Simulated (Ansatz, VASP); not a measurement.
**FeB3 in VASP and in Ansatz**

```
CELL_PARAMETERS angstrom
0.00000 2.39379 2.39379
2.39379 0.00000 2.39379
2.39379 2.39379 0.00000
ATOMIC_POSITIONS crystal
Fe 0.00000 0.00000 0.00000
B 0.25000 0.25000 0.25000
B 0.75000 0.75000 0.75000
B 0.50000 0.50000 0.50000
```

Alike in both runs: task relaxation of cell and atoms; functional PBE; k mesh 16 × 16 × 16; occupations gaussian, width 0.1 eV; no spin polarisation.

|  | VASP | Ansatz |
| --- | --- | --- |
| version | VASP 6.6.1 | Ansatz 0.2.0 |
| potentials or method | VASP PAW PBE potentials, release 64 (Fe, B) | scalar-relativistic, plane waves, PAW |
| plane-wave cutoff (eV) | 600 | 420 |
| valence electrons in the cell | 17 | 25 |

```csv
,VASP,Ansatz,Ansatz less VASP
"gap on the k mesh at the Fermi level, each at its own relaxed structure (eV)",none,none,-
relaxed volume (Å³/atom),6.85,6.84,-0.014
relaxed cell length with the largest relative difference (Å),3.384,3.381,-0.0023
```

A gap of «none» marks a metal or a gap that the smearing closes. The two sets of potentials don't hold the same shells in valence.

Spin polarisation is off, so any magnetic state and its effect on volume and gap are missing.
